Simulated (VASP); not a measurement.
Given:

```xyz
4
Lattice="1.6250 -2.8146 0.0000 1.6250 2.8146 0.0000 0.0000 0.0000 5.2100" Properties=species:S:1:pos:R:3 pbc="T T T"
Zn     1.6250    -0.9382     2.6050
Zn     1.6250     0.9382     0.0000
O      1.6250    -0.9382     4.5952
O      1.6250     0.9382     1.9902
```

These are PBE GGA + U (Dudarev), VASP's PBE PAW potentials (set 64) (plane waves; VASP) values and carry that method's errors. Run with 520 eV cut-off, 8×8×5 Γ-centred mesh, Gaussian smearing of 0.050 eV, potentials Zn O, U − J: Zn 2.00 eV.

Q: Estimate the energy per atom (σ→0), pressure.

A: 
The energy per atom (σ→0) is -4.430 eV/atom and the pressure is 3.03 GPa.

Total energies compare only between runs with the same potentials, cut-off and functional.

The compound is ZnO in the wurtzite structure. The cell was not relaxed at this level. The run is one of a series of settings (LDAU = .TRUE., LDAUJ = 0 0, LDAUL = 2 -1, LDAUTYPE = 2, LDAUU = 2.0 0 against the base run), some of them coarse on purpose.
